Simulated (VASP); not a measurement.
**Nickel under strain**

Aim: follow the pressure of Nickel through compression, expansion and shear. All runs use PBE. Left out of this account: 1 further run (fields: a reference on another mesh). The start is a cell from a database of measured crystal structures.

Main program and level: VASP 6.6.1; PBE, spin-polarised from a ferromagnetic start (one magnetic atom a cell); plane waves and PAW (Ni).

This is a report of a sequence of runs, with most program output left out.

### Step 1. Starting point

The structure is cubic, space group Fm-3m (No. 225). Conventional cell: a = 3.524 Å, b = 3.524 Å, c = 3.524 Å, α = 90.00°, β = 90.00°, γ = 90.00°. Nearest to Ni lie 12 Ni at 2.49 Å.

### Step 2. Bands, cell as listed

Levels along the symmetry lines show where the bands peak and cross; KPOINTS_OPT computes them in the converged potential. PBE, the usual starting point, adds the gradient of the density.

File INCAR:

```
SYSTEM = Ni
PREC = Accurate
ENCUT = 400
EDIFF = 1E-06
NELM = 100
ISMEAR = -1
SIGMA = 0.05
LREAL = .FALSE.
ALGO = Normal
GGA = PE
NBANDS = 17
ISPIN = 2
MAGMOM = 1
LASPH = .TRUE.
LMAXMIX = 4
LORBIT = 11
LWAVE = .FALSE.
LCHARG = .FALSE.
KPAR = 2
```

File POSCAR:

```
Ni
1.0
    0.0000000000      1.7619350000      1.7619350000
    1.7619350000      0.0000000000      1.7619350000
    1.7619350000      1.7619350000      0.0000000000
Ni
1
Direct
    0.0000000000      0.0000000000      0.0000000000
```

File KPOINTS:

```
Automatic mesh
0
Gamma
19 19 19
0 0 0
```

File KPOINTS_OPT:

```
Line mode
16
Line-mode
Reciprocal
  0.00000000   0.00000000   0.00000000 GAMMA
  0.50000000   0.00000000   0.50000000 X

  0.50000000   0.00000000   0.50000000 X
  0.50000000   0.25000000   0.75000000 W

  0.50000000   0.25000000   0.75000000 W
  0.37500000   0.37500000   0.75000000 K

  0.37500000   0.37500000   0.75000000 K
  0.00000000   0.00000000   0.00000000 GAMMA

  0.00000000   0.00000000   0.00000000 GAMMA
  0.50000000   0.50000000   0.50000000 L

  0.50000000   0.50000000   0.50000000 L
  0.62500000   0.25000000   0.62500000 U

  0.62500000   0.25000000   0.62500000 U
  0.50000000   0.25000000   0.75000000 W

  0.50000000   0.25000000   0.75000000 W
  0.50000000   0.50000000   0.50000000 L

  0.50000000   0.50000000   0.50000000 L
  0.37500000   0.37500000   0.75000000 K

  0.62500000   0.25000000   0.62500000 U
  0.50000000   0.00000000   0.50000000 X
```

Potentials, in the order of the species: Ni (PBE family, release 64).

Launch:

```sh
> mpirun -np 2 vasp_std
```

Elapsed: 14 s, on 2 MPI ranks of AMD EPYC 9R45, shared host; peak memory 0.29 GiB; 27 s of CPU time.

The cell holds one magnetic atom, so no antiferromagnetic order fits into it.

Numbers from this step:

- SCF cycles: 12
- electrons: 10
- bands: 17
- irreducible k-points: 220
- symmetry operations: 48
- free energy (TOTEN): -5.477 eV
- energy at zero smearing: -5.470 eV
- Fermi energy: 9.306 eV
- pressure: -1.503 GPa
- moment of the cell, from the last line of the log: 0.6345 μB
- metallic: yes

Spin moment in the PAW sphere by atom:

```
atom  spin moment in the PAW sphere (μB)
 Ni1                               0.647
```

Spin up. The electronic bands at the labelled points (eV, zero at the Fermi level; # counts the bands kept):

```
          point     #2     #3     #4     #5     #6     #7
              Γ  -2.43  -2.43  -2.43  -1.26  -1.26  23.68
0.53 of the way  -3.43  -1.82  -1.50  -1.50  -0.88  18.67
              X  -4.18  -0.56  -0.49  -0.49   2.44   9.16
0.47 of the way  -3.94  -1.57  -0.84  -0.49   4.11   9.35
              W  -3.06  -3.06  -1.33  -0.49   7.69   7.69
0.47 of the way  -3.53  -2.50  -1.22  -0.58   6.29   7.66
              K  -3.70  -2.11  -1.10  -0.74   5.69   7.24
0.53 of the way  -2.99  -2.28  -1.85  -1.67  -0.61  15.65
              Γ  -2.43  -2.43  -2.43  -1.26  -1.26  23.68
0.47 of the way  -2.74  -2.20  -2.20  -1.23  -1.23  15.19
              L  -2.41  -2.41  -0.61  -0.61  -0.29   5.61
0.47 of the way  -2.87  -2.26  -2.00  -0.68   2.49   5.86
              U  -3.70  -2.11  -1.10  -0.74   5.69   7.24
0.47 of the way  -3.57  -2.42  -1.20  -0.61   6.15   7.58
              W  -3.06  -3.06  -1.33  -0.49   7.69   7.69
0.53 of the way  -3.02  -2.44  -1.86  -0.70   3.03   5.97
              L  -2.41  -2.41  -0.61  -0.61  -0.29   5.61
0.53 of the way  -3.00  -2.38  -1.88  -0.70   2.98   5.95
              K  -3.70  -2.11  -1.10  -0.74   5.69   7.24
      jump to U  -3.70  -2.11  -1.10  -0.74   5.69   7.24
0.53 of the way  -4.06  -1.09  -0.70  -0.54   3.39   9.24
              X  -4.18  -0.56  -0.49  -0.49   2.44   9.16
```

Spin down. Electronic bands along the path, in eV, zero at the Fermi level; # counts the bands kept:

```csv
point,#1,#2,#3,#4,#5,#6,#7
Γ,-9.02,-1.67,-1.67,-1.67,-0.67,-0.67,23.51
0.53 of the way,-5.78,-2.75,-1.35,-0.70,-0.70,-0.27,18.74
X,-4.27,-3.55,0.06,0.39,0.39,2.39,9.41
0.47 of the way,-3.92,-3.32,-0.90,-0.24,0.39,4.27,9.57
W,-3.35,-2.44,-2.44,-0.76,0.39,7.87,7.87
0.47 of the way,-3.43,-2.93,-1.87,-0.64,0.29,6.48,7.85
K,-3.52,-3.15,-1.48,-0.52,0.12,5.89,7.42
0.53 of the way,-6.12,-2.31,-1.64,-1.10,-1.06,0.08,15.79
Γ,-9.02,-1.67,-1.67,-1.67,-0.67,-0.67,23.51
0.47 of the way,-7.03,-2.07,-1.48,-1.48,-0.58,-0.58,15.32
L,-4.38,-1.78,-1.78,-0.35,0.15,0.15,6.04
0.47 of the way,-3.74,-2.43,-1.68,-1.37,0.10,2.77,6.23
U,-3.52,-3.15,-1.48,-0.52,0.12,5.89,7.42
0.47 of the way,-3.44,-2.98,-1.80,-0.62,0.26,6.34,7.76
W,-3.35,-2.44,-2.44,-0.76,0.39,7.87,7.87
0.53 of the way,-3.54,-2.60,-1.84,-1.24,0.09,3.30,6.32
L,-4.38,-1.78,-1.78,-0.35,0.15,0.15,6.04
0.53 of the way,-3.58,-2.59,-1.78,-1.26,0.09,3.25,6.30
K,-3.52,-3.15,-1.48,-0.52,0.12,5.89,7.42
jump to U,-3.52,-3.15,-1.48,-0.52,0.12,5.89,7.42
0.53 of the way,-4.09,-3.44,-0.38,-0.09,0.33,3.51,9.48
X,-4.27,-3.55,0.06,0.39,0.39,2.39,9.41
```

There is no gap at this level.

### Step 3. Bands, volume times 1.04

The cell is expanded evenly, with fractional positions held.

INCAR is that of step 2.

File POSCAR:

```
Ni
1.0
    0.0000000000      1.7851210142      1.7851210142
    1.7851210142      0.0000000000      1.7851210142
    1.7851210142      1.7851210142      0.0000000000
Ni
1
Direct
    0.0000000000      0.0000000000      0.0000000000
```

KPOINTS is that of step 2.

KPOINTS_OPT is that of step 2.

Launch:

```sh
> mpirun -np 2 vasp_std
```

Wall time 14 s (2 MPI ranks); peak memory 0.3 GiB.

This step gave:

- free energy (TOTEN): -5.466 eV
- energy at zero smearing: -5.458 eV
- Fermi energy: 8.768 eV
- pressure: -8.197 GPa
- moment of the cell, from the last line of the log: 0.6539 μB

Spin up. Electronic bands along the path, in eV, zero at the Fermi level; # counts the bands kept:

```
          point     #2     #3     #4     #5     #6     #7
              Γ  -2.35  -2.35  -2.35  -1.24  -1.24  23.34
0.53 of the way  -3.29  -1.77  -1.47  -1.47  -0.88  18.17
              X  -3.99  -0.58  -0.52  -0.52   2.42   8.81
0.53 of the way  -3.70  -1.73  -0.92  -0.52   4.38   9.08
              W  -2.94  -2.94  -1.30  -0.52   7.47   7.47
0.47 of the way  -3.38  -2.41  -1.20  -0.61   6.11   7.44
              K  -3.54  -2.04  -1.09  -0.76   5.52   7.03
0.53 of the way  -2.88  -2.20  -1.81  -1.62  -0.63  15.24
              Γ  -2.35  -2.35  -2.35  -1.24  -1.24  23.34
0.53 of the way  -2.63  -2.14  -2.14  -1.14  -1.14  13.16
              L  -2.32  -2.32  -0.64  -0.64  -0.22   5.33
0.47 of the way  -2.75  -2.17  -1.93  -0.70   2.42   5.59
              U  -3.54  -2.04  -1.09  -0.76   5.52   7.03
0.47 of the way  -3.42  -2.33  -1.18  -0.63   5.97   7.35
              W  -2.94  -2.94  -1.30  -0.52   7.47   7.47
0.47 of the way  -3.03  -2.49  -1.67  -0.73   3.53   5.85
              L  -2.32  -2.32  -0.64  -0.64  -0.22   5.33
0.47 of the way  -2.75  -2.17  -1.93  -0.70   2.42   5.59
              K  -3.54  -2.04  -1.09  -0.76   5.52   7.03
      jump to U  -3.54  -2.04  -1.09  -0.76   5.52   7.03
0.53 of the way  -3.88  -1.08  -0.71  -0.58   3.32   8.90
              X  -3.99  -0.58  -0.52  -0.52   2.42   8.81
```

Spin down. Electronic bands along the path, in eV, zero at the Fermi level; # counts the bands kept:

| point | #1 | #2 | #3 | #4 | #5 | #6 | #7 |
| --- | --- | --- | --- | --- | --- | --- | --- |
| Γ | -8.75 | -1.56 | -1.56 | -1.56 | -0.63 | -0.63 | 23.16 |
| 0.53 of the way | -5.59 | -2.58 | -1.28 | -0.65 | -0.65 | -0.25 | 18.25 |
| X | -4.04 | -3.34 | 0.06 | 0.37 | 0.37 | 2.37 | 9.06 |
| 0.53 of the way | -3.62 | -3.06 | -1.05 | -0.31 | 0.37 | 4.55 | 9.30 |
| W | -3.16 | -2.30 | -2.30 | -0.71 | 0.37 | 7.65 | 7.65 |
| 0.47 of the way | -3.23 | -2.76 | -1.76 | -0.60 | 0.28 | 6.30 | 7.62 |
| K | -3.32 | -2.97 | -1.39 | -0.48 | 0.12 | 5.72 | 7.21 |
| 0.53 of the way | -5.92 | -2.17 | -1.54 | -1.04 | -0.99 | 0.08 | 15.37 |
| Γ | -8.75 | -1.56 | -1.56 | -1.56 | -0.63 | -0.63 | 23.16 |
| 0.53 of the way | -6.29 | -1.97 | -1.43 | -1.43 | -0.45 | -0.45 | 13.31 |
| L | -4.17 | -1.68 | -1.68 | -0.29 | 0.15 | 0.15 | 5.77 |
| 0.47 of the way | -3.55 | -2.29 | -1.58 | -1.29 | 0.10 | 2.69 | 5.97 |
| U | -3.32 | -2.97 | -1.39 | -0.48 | 0.12 | 5.72 | 7.21 |
| 0.47 of the way | -3.25 | -2.81 | -1.69 | -0.58 | 0.26 | 6.16 | 7.53 |
| W | -3.16 | -2.30 | -2.30 | -0.71 | 0.37 | 7.65 | 7.65 |
| 0.47 of the way | -3.17 | -2.61 | -1.85 | -1.04 | 0.09 | 3.78 | 6.18 |
| L | -4.17 | -1.68 | -1.68 | -0.29 | 0.15 | 0.15 | 5.77 |
| 0.47 of the way | -3.55 | -2.29 | -1.58 | -1.29 | 0.10 | 2.69 | 5.97 |
| K | -3.32 | -2.97 | -1.39 | -0.48 | 0.12 | 5.72 | 7.21 |
| jump to U | -3.32 | -2.97 | -1.39 | -0.48 | 0.12 | 5.72 | 7.21 |
| 0.53 of the way | -3.86 | -3.24 | -0.34 | -0.09 | 0.32 | 3.43 | 9.14 |
| X | -4.04 | -3.34 | 0.06 | 0.37 | 0.37 | 2.37 | 9.06 |

 The pressure is -8.20 GPa.

Spin up: of the bands kept, 1 crosses the Fermi level on this path. Spin down: of the bands kept, 4 cross the Fermi level on this path.

### Step 4. Bands, volume times 1.08

INCAR is that of step 3.

File POSCAR:

```
Ni
1.0
    0.0000000000      1.8077198818      1.8077198818
    1.8077198818      0.0000000000      1.8077198818
    1.8077198818      1.8077198818      0.0000000000
Ni
1
Direct
    0.0000000000      0.0000000000      0.0000000000
```

KPOINTS is that of step 3.

KPOINTS_OPT is that of step 3.

Launch:

```sh
> mpirun -np 2 vasp_std
```

Run time: 21 s. Hardware: 2 MPI ranks; peak memory 0.31 GiB.

This step gave:

```
free energy (TOTEN)                               : -5.437 eV
energy at zero smearing                           : -5.430 eV
Fermi energy                                      : 8.271 eV
pressure                                          : -13.46 GPa
moment of the cell, from the last line of the log : 0.6665 μB
```

Spin moment in the PAW sphere by atom:

| atom | spin moment in the PAW sphere (μB) |
| --- | --- |
| Ni1 | 0.686 |

Spin up. Electronic bands along the path, in eV, zero at the Fermi level; # counts the bands kept:

```
          point     #2     #3     #4     #5     #6     #7
              Γ  -2.27  -2.27  -2.27  -1.22  -1.22  23.02
0.53 of the way  -3.16  -1.71  -1.45  -1.45  -0.88  17.71
              X  -3.82  -0.59  -0.55  -0.55   2.40   8.49
0.47 of the way  -3.61  -1.49  -0.84  -0.55   3.91   8.70
              W  -2.82  -2.82  -1.27  -0.55   7.27   7.27
0.47 of the way  -3.24  -2.32  -1.18  -0.63   5.94   7.23
              K  -3.38  -1.97  -1.07  -0.77   5.37   6.83
0.47 of the way  -2.82  -2.23  -1.63  -1.61  -0.31  13.45
              Γ  -2.27  -2.27  -2.27  -1.22  -1.22  23.02
0.47 of the way  -2.55  -2.06  -2.06  -1.20  -1.20  14.39
              L  -2.24  -2.24  -0.65  -0.65  -0.15   5.08
0.47 of the way  -2.63  -2.09  -1.87  -0.71   2.36   5.34
              U  -3.38  -1.97  -1.07  -0.77   5.37   6.83
0.47 of the way  -3.28  -2.25  -1.16  -0.66   5.81   7.15
              W  -2.82  -2.82  -1.27  -0.55   7.27   7.27
0.47 of the way  -2.89  -2.39  -1.63  -0.74   3.43   5.60
              L  -2.24  -2.24  -0.65  -0.65  -0.15   5.08
0.47 of the way  -2.63  -2.09  -1.87  -0.71   2.36   5.34
              K  -3.38  -1.97  -1.07  -0.77   5.37   6.83
      jump to U  -3.38  -1.97  -1.07  -0.77   5.37   6.83
0.47 of the way  -3.69  -1.18  -0.76  -0.62   3.47   8.61
              X  -3.82  -0.59  -0.55  -0.55   2.40   8.49
```

Spin down. Electronic bands along the path, in eV, zero at the Fermi level; # counts the bands kept:

```csv
point,#1,#2,#3,#4,#5,#6,#7
Γ,-8.50,-1.47,-1.47,-1.47,-0.60,-0.60,22.83
0.53 of the way,-5.41,-2.44,-1.21,-0.60,-0.60,-0.24,17.78
X,-3.83,-3.16,0.05,0.36,0.36,2.34,8.74
0.47 of the way,-3.51,-2.95,-0.78,-0.22,0.36,4.05,8.93
W,-2.99,-2.17,-2.17,-0.67,0.36,7.44,7.44
0.47 of the way,-3.05,-2.61,-1.66,-0.57,0.27,6.12,7.41
K,-3.14,-2.81,-1.31,-0.46,0.12,5.56,7.01
0.47 of the way,-5.03,-2.11,-1.59,-1.01,-0.79,0.41,13.61
Γ,-8.50,-1.47,-1.47,-1.47,-0.60,-0.60,22.83
0.47 of the way,-6.61,-1.83,-1.31,-1.31,-0.51,-0.51,14.52
L,-3.97,-1.58,-1.58,-0.22,0.14,0.14,5.52
0.47 of the way,-3.37,-2.16,-1.49,-1.21,0.10,2.62,5.72
U,-3.14,-2.81,-1.31,-0.46,0.12,5.56,7.01
0.47 of the way,-3.07,-2.66,-1.59,-0.55,0.25,6.00,7.32
W,-2.99,-2.17,-2.17,-0.67,0.36,7.44,7.44
0.47 of the way,-3.01,-2.46,-1.75,-0.98,0.09,3.67,5.94
L,-3.97,-1.58,-1.58,-0.22,0.14,0.14,5.52
0.47 of the way,-3.37,-2.16,-1.49,-1.21,0.10,2.62,5.72
K,-3.14,-2.81,-1.31,-0.46,0.12,5.56,7.01
jump to U,-3.14,-2.81,-1.31,-0.46,0.12,5.56,7.01
0.47 of the way,-3.61,-3.03,-0.45,-0.12,0.29,3.60,8.84
X,-3.83,-3.16,0.05,0.36,0.36,2.34,8.74
```

 The pressure is -13.46 GPa.

Spin up: of the bands kept, 1 crosses the Fermi level on this path. Spin down: of the bands kept, 4 cross the Fermi level on this path.

### Step 5. Bands, sheared, principal strains -1.3, -1.0, +2.3 %

The cell is sheared at fixed volume, which lowers its symmetry.

INCAR is that of step 4.

File POSCAR:

```
Ni
1.0
    0.0178980000      1.7890400000      1.8083960000
    1.7516230000      0.0350220000      1.7912710000
    1.7506570000      1.7709500000      0.0359880000
Ni
1
Direct
    0.0000000000      0.0000000000      0.0000000000
```

KPOINTS is that of step 4.

File KPOINTS_OPT:

```
Line mode
16
Line-mode
Reciprocal
 -0.50000000   0.00000000   0.00000000 X
  0.00000000   0.00000000   0.00000000 GAMMA

  0.00000000   0.00000000   0.00000000 GAMMA
  0.50000000   0.50000000   0.50000000 Y

  0.00000000   0.50000000   0.50000000 L
  0.00000000   0.00000000   0.00000000 GAMMA

  0.00000000   0.00000000   0.00000000 GAMMA
  0.00000000   0.00000000  -0.50000000 Z

 -0.50000000   0.00000000  -0.50000000 N
  0.00000000   0.00000000   0.00000000 GAMMA

  0.00000000   0.00000000   0.00000000 GAMMA
  0.50000000   0.50000000   0.00000000 M

  0.00000000   0.50000000   0.00000000 R
  0.00000000   0.00000000   0.00000000 GAMMA
```

Launch:

```sh
> mpirun -np 2 vasp_std
```

Elapsed: 3.3 min, on 2 MPI ranks; peak memory 2.1 GiB; 5.5 min of CPU time.

The path and its labels are those of the sheared lattice, so a letter need not mean the same point as in the unstrained cell.

Numbers from this step:

| Quantity | Value |
| --- | --- |
| irreducible k-points | 3430 |
| symmetry operations | 2 |
| free energy (TOTEN) | -5.472 eV |
| energy at zero smearing | -5.464 eV |
| Fermi energy | 9.303 eV |
| pressure | -1.224 GPa |
| moment of the cell, from the last line of the log | 0.6294 μB |

Spin moment in the PAW sphere by atom:

```csv
atom,spin moment in the PAW sphere (μB)
Ni1,0.642
```

Spin up. Electronic bands along the path, in eV, zero at the Fermi level; # counts the bands kept:

| point | #3 | #4 | #5 | #6 | #7 |
| --- | --- | --- | --- | --- | --- |
| X | -2.32 | -0.68 | -0.55 | -0.33 | 5.56 |
| 0.53 of the way | -2.28 | -2.12 | -1.24 | -1.19 | 15.08 |
| Γ | -2.36 | -2.35 | -1.31 | -1.18 | 23.58 |
| 0.53 of the way | -2.25 | -2.20 | -1.11 | -1.09 | 12.92 |
| Y | -2.37 | -0.66 | -0.58 | -0.53 | 5.26 |
| jump to L | -0.56 | -0.50 | -0.45 | 2.71 | 9.47 |
| 0.53 of the way | -1.80 | -1.75 | -1.66 | -0.98 | 18.85 |
| Γ | -2.36 | -2.35 | -1.31 | -1.18 | 23.58 |
| 0.47 of the way | -2.33 | -2.04 | -1.29 | -1.23 | 15.62 |
| Z | -2.24 | -0.61 | -0.59 | -0.13 | 5.85 |
| jump to N | -0.58 | -0.50 | -0.44 | 2.44 | 9.17 |
| 0.53 of the way | -1.86 | -1.71 | -1.65 | -0.94 | 19.38 |
| Γ | -2.36 | -2.35 | -1.31 | -1.18 | 23.58 |
| 0.47 of the way | -1.92 | -1.68 | -1.64 | -0.91 | 19.55 |
| M | -0.57 | -0.49 | -0.46 | 2.19 | 8.88 |
| jump to R | -2.26 | -0.63 | -0.57 | -0.14 | 5.83 |
| 0.47 of the way | -2.33 | -2.05 | -1.20 | -1.16 | 13.92 |
| Γ | -2.36 | -2.35 | -1.31 | -1.18 | 23.58 |

Spin down. The electronic bands at the labelled points (eV, zero at the Fermi level; # counts the bands kept):

| point | #3 | #4 | #5 | #6 | #7 |
| --- | --- | --- | --- | --- | --- |
| X | -1.70 | -0.39 | 0.07 | 0.21 | 5.99 |
| 0.53 of the way | -1.56 | -1.41 | -0.59 | -0.56 | 15.20 |
| Γ | -1.61 | -1.60 | -0.72 | -0.60 | 23.42 |
| 0.53 of the way | -1.56 | -1.50 | -0.44 | -0.43 | 13.08 |
| Y | -1.73 | -0.59 | 0.08 | 0.17 | 5.71 |
| jump to L | 0.06 | 0.37 | 0.43 | 2.67 | 9.71 |
| 0.53 of the way | -1.27 | -0.99 | -0.87 | -0.37 | 18.93 |
| Γ | -1.61 | -1.60 | -0.72 | -0.60 | 23.42 |
| 0.47 of the way | -1.62 | -1.33 | -0.64 | -0.58 | 15.74 |
| Z | -1.63 | -0.19 | 0.16 | 0.19 | 6.26 |
| jump to N | 0.05 | 0.35 | 0.44 | 2.40 | 9.41 |
| 0.53 of the way | -1.34 | -0.93 | -0.87 | -0.35 | 19.46 |
| Γ | -1.61 | -1.60 | -0.72 | -0.60 | 23.42 |
| 0.47 of the way | -1.40 | -0.90 | -0.85 | -0.31 | 19.63 |
| M | 0.06 | 0.36 | 0.40 | 2.15 | 9.13 |
| jump to R | -1.65 | -0.20 | 0.14 | 0.21 | 6.25 |
| 0.47 of the way | -1.65 | -1.37 | -0.52 | -0.48 | 14.07 |
| Γ | -1.61 | -1.60 | -0.72 | -0.60 | 23.42 |

 The pressure is -1.22 GPa, and the symmetry operations fall from 48 to 2.

(Continued in part 2 of 2.)

[Lines on the potential files, build, host, timing and source positions are cut from VASP's logs without a mark.]

[Logs are printed without paths, hosts, clocks, repeated set-up lines and the standing remarks that a program may print on its own settings, such as how far it seeks lower states.]

[Hosts, paths, dates, database ids (printed as entryN), source tags and the programs' standing remarks are cut or masked in the printed files.]

[A measured line is paired with the nearest computed mode of its activity, which favours agreement.]
